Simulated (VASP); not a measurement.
All values below come from PBEsol GGA, VASP's PBE PAW potentials (set 64) (plane waves; VASP).

The input files of a VASP run:

**INCAR**
```
SYSTEM = LuP
PREC = Accurate
ENCUT = 300
EDIFF = 1E-6
NELM = 100
ALGO = Normal
LREAL = .FALSE.
LASPH = .TRUE.
ISMEAR = 0
SIGMA = 0.136
GGA = PS
LMAXMIX = 6
LWAVE = .FALSE.
LCHARG = .FALSE.
ISIF = 2
```

KPOINTS:
```
Automatic mesh
0
Gamma
7 7 7
0 0 0
```

File POSCAR:
```
LuP
1
    0.0000000000     2.7066180000     2.7066180000
    2.7066180000     0.0000000000     2.7066180000
    2.7066180000     2.7066180000     0.0000000000
Lu P
1 1
Direct
  0.0040210000  -0.0039300000  -0.0061800000
  0.4959790000   0.5039300000   0.5061800000
```

POTCAR, in this order: Lu_3 P (PBE.64 set). Program: vasp_std.

At this cut-off the stress carries a Pulay error, which pulls relaxed volumes low.

**Question.** What does the run give for the energy per atom (σ→0), pressure, largest force, band gap (on the k-mesh)?

**Answer.** 
```yaml
energy per atom (σ→0): -6.935 eV/atom
band gap (on the k-mesh): none (metal, semimetal or under 0.01 eV)
pressure: 3.11 GPa
largest_force: 0.390 eV/Å
```

File OSZICAR:
```
...
DAV:   6    -0.138649259683E+02    0.32138E+00   -0.95965E-01  6405   0.118E+01    0.168E+01
DAV:   7    -0.138801444090E+02   -0.15218E-01   -0.27724E-01  6626   0.790E+00    0.273E+00
DAV:   8    -0.138706233382E+02    0.95211E-02   -0.58731E-02  6365   0.269E+00    0.182E-01
DAV:   9    -0.138706625484E+02   -0.39210E-04   -0.12760E-03  4647   0.305E-01    0.109E-01
DAV:  10    -0.138706684310E+02   -0.58826E-05   -0.68292E-05  6474   0.958E-02    0.495E-02
DAV:  11    -0.138706657353E+02    0.26957E-05   -0.29716E-05  6262   0.599E-02    0.248E-02
DAV:  12    -0.138706649873E+02    0.74802E-06   -0.98981E-07  3137   0.221E-02
   1 F= -.13870665E+02 E0= -.13869294E+02  d E =-.274229E-02
```

The structure comes from a computed database's LuP entry; how it stands against other phases isn't given here. The cell was not relaxed at this level, and its volume differs by -5.9 % from the start's.
